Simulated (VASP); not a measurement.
Consider the following.

```
CELL_PARAMETERS angstrom
      3.18309     0.00000     0.00000
      0.00000     3.18309     0.00000
      0.00000     0.00000     3.18309
ATOMIC_POSITIONS crystal
  Zn 0.50000 0.50000 0.50000
  Au 0.00000 0.00000 0.00000
```

These are PBE GGA, VASP's PBE PAW potentials (set 64) (plane waves; VASP) values and carry that method's errors. Numerical set-up: 480 eV cut-off, 10×10×10 Γ-centred mesh, first-order Methfessel-Paxton smearing of 0.10 eV, potentials Zn Au.

Energy and stress use the plane-wave basis of the starting cell.

### Question
The ions, cell shape and volume at an external pressure of 5.0 GPa are relaxed. What does this cell relax into?

### Answer

```
CELL_PARAMETERS angstrom
      3.14615     0.00000     0.00000
      0.00000     3.14615     0.00000
      0.00000     0.00000     3.14615
ATOMIC_POSITIONS crystal
  Zn 0.50000 0.50000 0.50000
  Au 0.00000 0.00000 0.00000
```
Space group Pm-3m (221), at a tolerance of 0.03 Å.

### Question
How do energy and volume change from the first to the last step?

### Answer
The energy (σ→0) changes by +8.8 meV/atom and the volume by -3.4 %, in 3 ionic steps.

The compound is AuZn in the CsCl type structure. This run relaxes it under an external pressure of 5 GPa. Symmetry was kept, so distortions that lower it aren't found. The electron count is odd and the run is not spin-polarised, which forces a metal.
